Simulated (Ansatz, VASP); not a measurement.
**One calculation of Sr2AlO, two programs**

```xyz
4
Lattice="4.1778 0.0000 0.0000 -2.0889 3.6181 0.0000 0.0000 0.0000 10.8302" Properties=species:S:1:pos:R:3 pbc="T T T"
Sr    0.0000    0.0000    7.5172
Sr    0.0000    0.0000    3.3130
Al    0.0000    0.0000    0.0000
O     0.0000    0.0000    5.4151
```

Alike in both runs: functional PBE; k mesh 6 × 6 × 2; occupations gaussian, width 0.1 eV; no spin polarisation.

Ansatz relaxed the structure, and its values are those at the end. VASP's run is a single point on that final structure, the one shown.

```csv
,VASP,Ansatz
version,VASP 6.6.1,Ansatz 0.2.0
potentials or method,"VASP PAW PBE potentials, release 64 (Sr_sv, Al, O)","scalar-relativistic, plane waves, PAW"
plane-wave cutoff (eV),520,420
valence electrons in the cell,29,29
```

|  | VASP | Ansatz | Ansatz less VASP |
| --- | --- | --- | --- |
| gap on the k mesh at the Fermi level (eV) | none | none | - |
| pressure (GPa) | 0.4 | 0.1 | -0.27 |
| rms of the force components (eV/Å) | 0.080 | 0.003 | -0.0765 |

A gap of «none» marks a metal or a gap that the smearing closes.

Caveats: an odd number of electrons without spin polarisation forces a metal; a magnetic or distorted state may lie lower.
